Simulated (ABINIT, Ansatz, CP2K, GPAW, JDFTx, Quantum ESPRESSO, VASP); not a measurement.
**ScSi2: 7 runs at one level of theory**

```
Sc Si
1.0
     3.66000    0.00000    0.00000
    -1.83000    3.16965    0.00000
     0.00000    0.00000    3.87000
Sc Si
1 2
Direct
  0.99981 0.00282 0.98772
  0.67459 0.34644 0.50953
  0.32321 0.67437 0.50000
```

Atoms were shifted at random by some hundredths of an Å from the given cell, which wasn't relaxed again for these runs.

Alike in all runs: task single point; functional PBE; k mesh 8 × 8 × 7; occupations fermi-dirac, width 0.05 eV; no spin polarisation; no spin-orbit coupling. Pressure is positive in compression and, in plane waves, holds the error of the finite cutoff.

```csv
program and potentials,plane-wave cutoff (eV),notes,pressure (GPa),largest force (eV/Å),energy over the undisturbed cell (meV/atom)
"JDFTx, PseudoDojo-SR-PBE-0.5-standard",1061,-,25.39,1.671,23.02
"VASP, PBE PAW files Sc_sv, Si, 520 eV",520,-,?,?,-
"CP2K, POTENTIAL_UZH Sc GTH-PBE-q11, Si GTH-PBE-q4; TZVP-MOLOPT-PBE-GTH basis",-,atomic basis,24.77,1.645,-
"Ansatz, all-electron LAPW, scalar-relativistic",-,-,25.54,1.669,-
"ABINIT, JTH PAW PBE v2.0",408,-,25.50,1.663,22.94
"Quantum ESPRESSO, SSSP 1.3 efficiency PBE",816,-,25.75,1.678,23.11
"GPAW, GPAW PAW data sets (gpaw-data 1.2.1)",600,-,26.01,1.690,23.20
```

Task: Estimate from the other rows what the run with VASP, PBE PAW files Sc_sv, Si, 520 eV gave.

Result: Pressure 25.67 GPa; largest force 1.663 eV/Å. The other rows, which needn't bracket it: pressure 24.77 to 26.01; largest force 1.645 to 1.690; energy over the undisturbed cell 22.94 to 23.20.
